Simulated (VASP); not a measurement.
Given:

```
CELL_PARAMETERS angstrom
      4.12880     0.00000     0.00000
      0.00000     4.12880     0.00000
      0.00000     0.00000     4.12880
ATOMIC_POSITIONS crystal
  K  0.00000 0.00000 0.00000
  Zn 0.50000 0.50000 0.50000
  F  0.50000 0.00000 0.50000
  F  0.00000 0.50000 0.50000
  F  0.50000 0.50000 0.00000
```

These are PBE GGA, VASP's PBE PAW potentials (set 64) (plane waves; VASP) values and carry that method's errors. Settings: 520 eV cut-off, 7×7×7 Γ-centred mesh, Gaussian smearing of 0.010 eV, potentials K_sv Zn F.

### Question
Predict the energy per atom (σ→0).

### Answer

The energy per atom (σ→0) is -392.3 kJ/mol-atom.

The absolute energy has meaning only against runs of the same code, potentials and settings.

The compound is KZnF3 in the cubic perovskite structure. It was relaxed first, which changed the volume by +6 %.
